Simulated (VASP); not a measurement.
Wanted: the native input for a VASP 6.6.1 run.

```yaml
Task: single point
Functional: PBE
Potentials_or_basis: VASP PAW PBE potentials, release 64 (K_sv, Ge_d, F)
Cutoff: 520 eV
k_mesh: 4 × 4 × 4
Occupations: gaussian, width 0.05 eV
Spin: no spin polarisation
Dipole_correction: no
Further_INCAR_settings: ALGO = Normal; EDIFF = 1e-06; NBANDS = 30
```

The structure of KGeF3 lies in POSCAR:

```
KGeF3
1.0
    4.3373103679      0.0000000000      0.0000000000
    0.0000000000      4.3373103679      0.0000000000
    0.0000000000      0.0000000000      4.3373103679
K Ge F
1 1 3
Direct
    0.0000000000      0.0000000000      0.0000000000
    0.5000000000      0.5000000000      0.5000000000
    0.5000000000      0.5000000000      0.0000000000
    0.5000000000      0.0000000000      0.5000000000
    0.0000000000      0.5000000000      0.5000000000
```

The cell comes from a database or a generator and needn't be the stable form of this composition.

These files were run (other wordings do the same):

INCAR

```
SYSTEM = KGeF3
ALGO = Normal ; EDIFF = 1E-6
ENCUT = 520 ; GGA = PE
ISIF = 2 ; ISMEAR = 0
LASPH = .TRUE. ; LCHARG = .FALSE.
LREAL = .FALSE. ; LWAVE = .FALSE.
NBANDS = 30 ; NELM = 60
PREC = Accurate ; SIGMA = 0.05
```

KPOINTS

```
k-points
0
G
  4 4 4
  0 0 0
```

Potentials or basis: VASP PAW PBE potentials, release 64 (K_sv, Ge_d, F).

Command:

```bash
$ cat potpaw_PBE.64/K_sv/POTCAR potpaw_PBE.64/Ge_d/POTCAR potpaw_PBE.64/F/POTCAR > POTCAR
$ mpirun -np 1 vasp_std > vasp.out
```

Results of the run:

```yaml
Pressure: 4.8 GPa
Band_gap_on_the_k_mesh: 1.60 eV, direct
```

Run time: 18 s on 1 thread of Intel(R) Xeon(R) Platinum 8488C (Sapphire Rapids) (shared host), peak memory 0.18 GiB.
